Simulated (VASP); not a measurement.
Computed with LDA (Ceperley-Alder, Perdew-Zunger), VASP's LDA PAW potentials (set 64) (plane waves; VASP).

The input files of a VASP run:

File KPOINTS:
```
Automatic mesh
0
Gamma
14 14 13
0 0 0
```

POSCAR:
```
WC
1
    1.4307142688    -2.4780698774     0.0000000000
    1.4307142688     2.4780698774     0.0000000000
    0.0000000000     0.0000000000     2.7878047124
W C
1 1
Direct
  0.0000000000   0.0000000000   0.0000000000
  0.3333330000   0.6666670000   0.5000000000
```

INCAR:
```
# general
SYSTEM   =  WC
PREC     =  Accurate
ENCUT    =  520
LREAL    =  .False.
LASPH    =  .True.   # aspherical one-centre terms

# electronic loop
EDIFF    =  1E-7   # SCF stop (eV)
NELM     =  100   # most electronic steps
ALGO     =  Normal   # blocked Davidson
LMAXMIX  =  6

# smearing
ISMEAR   =  1   # Methfessel-Paxton
SIGMA    =  0.1   # width (eV)

# ions
IBRION   =  2   # conjugate gradients
NSW      =  30
ISIF     =  4
EDIFFG   =  -0.01   # ionic stop

# output
LWAVE    =  .False.
LCHARG   =  .False.
```

POTCAR, in this order: W_sv C (LDA.64 set). Program: vasp_std.

Unless said otherwise, spin-orbit coupling is left out, though it shifts the bands of the heavy elements here.

Q: What does the run give for the energy per atom (σ→0), band gap (on the k-mesh)?

A: 
- energy per atom (σ→0) = -12.337 eV/atom
- band gap (on the k-mesh) = none (metal, semimetal or under 0.01 eV)

OSZICAR:
```
...
DAV:   1    -0.246767696041E+02   -0.42770E-02   -0.10787E-01  4388   0.395E+00    0.281E-01
DAV:   2    -0.246743478307E+02    0.24218E-02   -0.47858E-03  4618   0.698E-01    0.146E-01
DAV:   3    -0.246735488668E+02    0.79896E-03   -0.15651E-03  4658   0.370E-01    0.531E-02
DAV:   4    -0.246735354751E+02    0.13392E-04   -0.78136E-05  4813   0.868E-02    0.244E-02
DAV:   5    -0.246735335293E+02    0.19458E-05   -0.66287E-06  4623   0.255E-02    0.466E-03
DAV:   6    -0.246735332998E+02    0.22948E-06   -0.80157E-07  4818   0.911E-03    0.154E-03
DAV:   7    -0.246735332862E+02    0.13558E-07   -0.33134E-08  2219   0.202E-03
   3 F= -.24673533E+02 E0= -.24673484E+02  d E =-.526445E-03
```

The compound is WC in the wc structure. This cell is one point of a volume scan, at 0.97 of the reference volume. Symmetry was kept, so distortions that lower it aren't found.
